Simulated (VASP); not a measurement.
Output of a VASP run:

**OSZICAR**
```
       N       E                     dE             d eps       ncg     rms          rms(c)
DAV:   1     0.563742540883E+03    0.56374E+03   -0.29364E+04 16816   0.159E+03
DAV:   2    -0.130241647554E+02   -0.57677E+03   -0.56631E+03 18180   0.504E+02
DAV:   3    -0.294101167235E+02   -0.16386E+02   -0.16097E+02 17278   0.932E+01
DAV:   4    -0.295905554623E+02   -0.18044E+00   -0.18003E+00 17044   0.949E+00
DAV:   5    -0.295932284995E+02   -0.26730E-02   -0.26746E-02 17181   0.122E+00    0.204E+01
DAV:   6    -0.273514254132E+02    0.22418E+01   -0.84565E+00 17175   0.269E+01    0.891E+00
DAV:   7    -0.273046943385E+02    0.46731E-01   -0.11851E+00 17043   0.102E+01    0.341E+00
DAV:   8    -0.274382447400E+02   -0.13355E+00   -0.21090E+00 17222   0.141E+01    0.521E+00
DAV:   9    -0.272406172690E+02    0.19763E+00   -0.12701E+00 17607   0.717E+00    0.161E+00
DAV:  10    -0.272311822004E+02    0.94351E-02   -0.44025E-02 16887   0.211E+00    0.163E-01
DAV:  11    -0.272309945533E+02    0.18765E-03   -0.28971E-03 17733   0.369E-01    0.651E-02
DAV:  12    -0.272309779830E+02    0.16570E-04   -0.20283E-04 17397   0.158E-01    0.296E-02
DAV:  13    -0.272309645442E+02    0.13439E-04   -0.24413E-05 17026   0.469E-02    0.831E-03
DAV:  14    -0.272309653432E+02   -0.79899E-06   -0.10453E-06 17042   0.741E-03    0.291E-03
DAV:  15    -0.272309651470E+02    0.19619E-06   -0.18107E-07 10956   0.469E-03    0.649E-04
DAV:  16    -0.272309649443E+02    0.20266E-06   -0.23741E-08  8250   0.117E-03    0.372E-04
DAV:  17    -0.272309649381E+02    0.61627E-08   -0.23996E-09  8228   0.354E-04
   1 F= -.27230965E+02 E0= -.27230965E+02  d E =0.000000E+00
```

OUTCAR:
```
------------------------ aborting loop because EDIFF is reached ----------------------------------------
  FORCE on cell =-STRESS in cart. coord.  units (eV):
  Direction    XX          YY          ZZ          XY          YZ          ZX
  --------------------------------------------------------------------------------------
  Total       -0.0016557     -0.0016557     -0.0016557      0.0825706     -0.0825706     -0.0825706
  in kB       -0.0468783     -0.0468783     -0.0468783      2.3378852     -2.3378852     -2.3378852
  external PRESSURE =      -0.0468783 kB  Pullay stress =       0.0000000 kB
  volume of cell :       56.59
      direct lattice vectors                 reciprocal lattice vectors
     0.000000000  1.913655233  1.913655233    -0.260475332  0.262084836  0.260475332
     1.913655233  0.000000000  1.913655233     0.262084836 -0.260475332  0.260475332
     7.702213686  7.702213686 -0.047592755     0.064716457  0.064716457 -0.064716457
 POSITION                                       TOTAL-FORCE (eV/Angst)
 -----------------------------------------------------------------------------------
      1.97599      1.97599      3.76498        -0.007998     -0.007998      0.007998
      1.92555      1.92555     -0.01190        -0.000000     -0.000000      0.000000
      3.78877      3.78877      0.03854         0.007998      0.007998     -0.007998
      5.77666      5.77666     -0.03569         0.000000      0.000000      0.000000
 -----------------------------------------------------------------------------------
    total drift:                                0.000000      0.000000      0.000000
  FREE ENERGIE OF THE ION-ELECTRON SYSTEM (eV)
  ---------------------------------------------------
  free  energy   TOTEN  =       -27.2309649381 eV

  energy  without entropy=      -27.2309649381  energy(sigma->0) =      -27.23096494

 total charge

# of ion       s       p       d       tot
------------------------------------------
    1        0.396   6.276   7.090  13.762
    2        0.413   6.319   7.059  13.791
    3        0.396   6.276   7.090  13.762
    4        0.469   0.430   9.139  10.038
--------------------------------------------------
tot          1.674  19.301  30.377  51.353

 Electric field gradients after diagonalization (V/A^2)
 (convention: |V_zz| > |V_xx| > |V_yy|)
----------------------------------------------------------------------
 ion       V_xx      V_yy      V_zz     asymmetry (V_yy - V_xx)/ V_zz
----------------------------------------------------------------------
   1       1.252     1.247    -2.498       0.002
   2      -3.309    -3.306     6.615       0.000
   3       1.252     1.247    -2.498       0.002
   4      -3.747    -3.745     7.492       0.000
```
(Selected blocks of OUTCAR.)

### POSCAR
```
AgRh3
1
    0.0000000000     1.9136552328     1.9136552328
    1.9136552328     0.0000000000     1.9136552328
    7.7022136856     7.7022136856    -0.0475927546
Rh Ag
3 1
Direct
  0.9838643327   0.9838643327   0.0121017505
  0.0000000000   0.0000000000   0.2500000000
  0.0161356673   0.0161356673   0.4878982495
  0.0000000000   0.0000000000   0.7500000000
```

Problem. Reconstruct the remaining input files.

Solution. This is not unique; one that fits is the input of the run itself, PBEsol GGA, plane waves, VASP's PBE PAW potentials (set 64).

### INCAR
```
SYSTEM = AgRh3
PREC = Accurate; ENCUT = 400; LREAL = .FALSE.
LASPH = .TRUE.
EDIFF = 1E-7; NELM = 100; ALGO = Normal
LMAXMIX = 4
ISMEAR = -5
GGA = PS
ISIF = 2
LWAVE = .FALSE.; LCHARG = .TRUE.; LORBIT = 11
NEDOS = 601
LEFG = .TRUE.
```

KPOINTS:
```
Automatic mesh
0
Gamma
 15 15 4
0 0 0
```

POTCAR, in this order: Rh_pv Ag (PBE.64 set). Program: vasp_std.

For a metal the tetrahedron method with Blöchl corrections gives inexact stress and forces.

The structure was generated: AgRh3 was put into an ordered model structure (R-3m), which need not be its known phase. It was relaxed first.
